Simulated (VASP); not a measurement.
OSZICAR of a VASP run on Y (hcp):

**OSZICAR**
```
       N       E                     dE             d eps       ncg     rms          rms(c)
DAV:   1     0.925208437716E+02    0.92521E+02   -0.11705E+04  3158   0.139E+03
DAV:   2    -0.589944252990E+00   -0.93111E+02   -0.92331E+02  3955   0.288E+02
DAV:   3    -0.793066729615E+01   -0.73407E+01   -0.72964E+01  6061   0.476E+01
DAV:   4    -0.806286744787E+01   -0.13220E+00   -0.13212E+00  3438   0.748E+00
DAV:   5    -0.806658529214E+01   -0.37178E-02   -0.37182E-02  4582   0.929E-01    0.337E+01
DAV:   6    -0.780639355369E+01    0.26019E+00   -0.36141E-01  3150   0.437E+00    0.208E+01
DAV:   7    -0.777479392033E+01    0.31600E-01   -0.67116E-01  3789   0.559E+00    0.170E+00
DAV:   8    -0.776715114845E+01    0.76428E-02   -0.14131E-01  3780   0.244E+00    0.112E+00
DAV:   9    -0.776626691974E+01    0.88423E-03   -0.29756E-03  4537   0.397E-01    0.300E-01
DAV:  10    -0.776632363734E+01   -0.56718E-04   -0.14096E-03  3302   0.385E-01    0.284E-01
DAV:  11    -0.776628508286E+01    0.38554E-04   -0.95420E-05  3787   0.894E-02    0.771E-02
DAV:  12    -0.776628494151E+01    0.14135E-06   -0.15512E-05  3710   0.390E-02    0.162E-02
DAV:  13    -0.776628602565E+01   -0.10841E-05   -0.21138E-06  3838   0.990E-03    0.228E-03
DAV:  14    -0.776628612885E+01   -0.10320E-06   -0.83013E-08  2562   0.277E-03    0.801E-04
DAV:  15    -0.776628617671E+01   -0.47864E-07   -0.11333E-08  1925   0.765E-04
   1 F= -.77662862E+01 E0= -.77662862E+01  d E =0.000000E+00
```

Which electronic solver shows in the log?

It is blocked Davidson (ALGO = Normal, or the opening steps of other solvers). The INCAR had ALGO = Normal.

Can the final energy be trusted as converged?

The run converged. It stopped with EDIFF = 1E-7, NELM = 100 (optB88-vdW, plane waves, VASP's PBE PAW potentials (set 64)).

The compound is Y in the hcp structure. It was relaxed first.
